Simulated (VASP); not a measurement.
Here is the system:

```yaml
crystal:
  lattice:
    - [4.37885, 0.00000, 0.00000]
    - [-2.18942, 3.79219, 0.00000]
    - [0.00000, 0.00000, 7.47990]
  atoms:
    - { symbol: Dy, position: [0.00000, 0.00000, 0.00000] }
    - { symbol: Dy, position: [0.00000, 0.00000, 0.50000] }
    - { symbol: Bi, position: [0.33333, 0.66667, 0.25000] }
    - { symbol: Bi, position: [0.66667, 0.33333, 0.75000] }
```

Calculation: PBEsol GGA, VASP's PBE PAW potentials (set 64) (plane waves; VASP). Settings: 480 eV cut-off, 8×8×4 Γ-centred mesh, first-order Methfessel-Paxton smearing of 0.10 eV, potentials Dy_3 Bi_d.

The 4f electrons are frozen in the core of the lanthanide potential, so 4f levels, which can set the real gap, and their magnetism are missing. Unless said otherwise, spin-orbit coupling is left out, though it shifts the bands of the heavy elements here.

Each row applies one change to this cell, which was relaxed at other settings and keeps the small stress of the first row; at a fixed cut-off the stress holds a Pulay part, so it need not integrate to ΔE exactly. Stress is in GPa, positive when the cell is compressed.

| change | ΔE (meV/atom) | σxx | σyy | σzz | largest shear component, with its sign (GPa) | largest force (eV/Å) |
|---|---|---|---|---|---|---|
| none | 0.0 | -0.01 | -0.01 | 0.09 | 0.00 | 0.000 |
| atom 3 (Bi) moved by -0.025 Å along x | 0.3 | -0.01 | -0.01 | 0.10 | -0.15 | 0.101 |
| uniaxial strain of -1.5 % along z | (withheld) | (withheld) | (withheld) | (withheld) | (withheld) | (withheld) |
| isotropic strain of -1.5 % | (withheld) | (withheld) | (withheld) | (withheld) | (withheld) | (withheld) |

Question: What belongs in the gaps?

Answer: 
- uniaxial strain of -1.5 % along z, ΔE (meV/atom): 3.0
- uniaxial strain of -1.5 % along z, σxx: 0.65
- uniaxial strain of -1.5 % along z, σyy: 0.65
- uniaxial strain of -1.5 % along z, σzz: 1.86
- uniaxial strain of -1.5 % along z, largest shear component, with its sign (GPa): 0.00
- uniaxial strain of -1.5 % along z, largest force (eV/Å): 0.000
- isotropic strain of -1.5 %, ΔE (meV/atom): 12.9
- isotropic strain of -1.5 %, σxx: 2.81
- isotropic strain of -1.5 %, σyy: 2.81
- isotropic strain of -1.5 %, σzz: 3.40
- isotropic strain of -1.5 %, largest shear component, with its sign (GPa): 0.00
- isotropic strain of -1.5 %, largest force (eV/Å): 0.000

Failed runs are left out, and for metals the shear rows, which the mesh's noise covers.

The structure was generated: DyBi was put into the NiAs type (P6_3/mmc), which need not be its known phase.
